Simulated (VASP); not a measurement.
Consider the following.

```
CELL_PARAMETERS angstrom
      0.00000     4.07806     5.24450
      2.34108     0.00000     5.24450
      2.34108     4.07806     0.00000
ATOMIC_POSITIONS crystal
  Ge 0.66980 0.33020 0.66980
  Ge 0.33020 0.66980 0.33020
  Ge 0.58020 0.91980 0.58020
  Ge 0.91980 0.58020 0.91980
  Pt 0.00000 0.00000 0.00000
  Pt 0.25000 0.25000 0.25000
```

Calculation: PBEsol GGA with spin-orbit coupling, VASP's PBE PAW potentials (set 64) (plane waves; VASP 6.6.1). Settings: 400 eV cut-off, 7×7×7 Γ-centred mesh, Gaussian smearing of 0.050 eV, potentials Ge_d Pt.

Problem. Give the energies of bands 69 to 82 at the high-symmetry points, in eV from the Fermi level.

Solution. 
```tsv
band	Γ	Y	T	Z	Σ0	C0	L
69	-1.46	-1.93	-1.77	-0.38	-2.02	-2.17	-2.37
70	-1.46	-1.93	-1.77	-0.38	-2.02	-2.17	-2.37
71	-1.18	-1.93	-1.77	-0.38	-1.72	-1.86	-1.87
72	-1.18	-1.93	-1.77	-0.38	-1.72	-1.86	-1.87
73	-0.14	-0.84	-0.52	0.40	-0.54	-0.46	-1.13
74	-0.14	-0.84	-0.52	0.40	-0.54	-0.46	-1.13
75	0.05	-0.84	-0.52	0.40	1.25	-0.44	-0.58
76	0.05	-0.84	-0.52	0.40	1.25	-0.44	-0.58
77	0.55	-0.30	1.74	0.79	1.37	1.15	-0.06
78	0.55	-0.30	1.74	0.79	1.37	1.15	-0.06
79	0.72	-0.30	1.74	0.79	2.12	1.34	1.07
80	0.72	-0.30	1.74	0.79	2.12	1.34	1.07
81	0.95	3.81	3.65	1.56	2.84	1.59	2.48
82	0.95	3.81	3.65	1.56	2.84	1.59	2.48
```

It has no gap at this level: it comes out as a metal or semimetal.

The structure was generated: Ge2Pt was put into the C54 type (Fddd), which need not be its known phase. It was relaxed first, which changed the volume by +17 %.
